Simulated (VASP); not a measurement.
An input for Ansatz (written as the equivalent of a VASP run, and not itself run):

Ansatz 0.2 input:
```yaml
crystal:
  lattice:
    - [5.3700000, 0.0000000, 0.0000000]
    - [-2.6850000, 4.6505560, 0.0000000]
    - [0.0000000, 0.0000000, 6.7900000]
  atoms:
    - { symbol: Y, position: [0.3333680, 0.6581350, 0.7540270] }
    - { symbol: Y, position: [0.6689440, 0.3386580, 0.2525510] }
    - { symbol: Y, position: [-0.0021890, -0.0065890, -0.0055040] }
    - { symbol: Y, position: [0.0121690, 0.0077830, 0.5047920] }
    - { symbol: In, position: [0.3289670, 0.6713810, 0.2535410] }
    - { symbol: In, position: [0.6587410, 0.3306330, 0.7405930] }
kpoints:
  mp_grid: { grid: [5, 5, 4] }
hamiltonian:
  xc: pbesol
  pseudopotentials: { kind: paw }
scf:
  occupations: { method: gaussian, width: 0.2 }
  max_iter: 100
output: { forces: true, stress: true, eigenvalues: true }
```

**Question.** Translate this input to VASP (INCAR, KPOINTS, POSCAR, choice of POTCAR).

**Answer.** Several could match; the one computed here: 
INCAR:
```
# general
SYSTEM  = Y2In
PREC    = Accurate
ENCUT   = 300
LREAL   = .False.
LASPH   = .True.

# electronic loop
EDIFF   = 1E-6
NELM    = 100
ALGO    = Normal
LMAXMIX = 4

# smearing
ISMEAR  = 0
SIGMA   = 0.2

# functional
GGA     = PS

# ions
ISIF    = 2

# output
LWAVE   = .False.
LCHARG  = .False.
```

### POSCAR
```
Y2In
5.370
  1.0000000000   0.0000000000   0.0000000000
 -0.5000000000   0.8660253259   0.0000000000
  0.0000000000   0.0000000000   1.2644320298
Y In
4 2
Cartesian
  0.0043005000   0.5699615779   0.9534158901
  0.4996150000   0.2932864048   0.3193335736
  0.0011055000  -0.0057062409  -0.0069594339
  0.0082775000   0.0067402751   0.6382751732
 -0.0067235000   0.5814329493   0.3205853613
  0.4934245000   0.2863365516   0.9364295102
```

File KPOINTS:
```
Regular mesh
0
gamma
 5 5 4
0 0 0
```

POTCAR, in this order: Y_sv In_d (PBE.64 set). Program: vasp_std.

What does not carry over: each code has its own PAW files, so the cut-off isn't converted (ENCUT is set for VASP's; basis.ecutwfc is left out, and Ansatz then takes the one that its files recommend); Ansatz stops its SCF on the density residual and VASP on the energy change (EDIFF).

The structure comes from a measured Y2In entry of the Crystallography Open Database, whose conditions weren't checked. The cell was not relaxed at this level, atoms are displaced from their ideal sites.
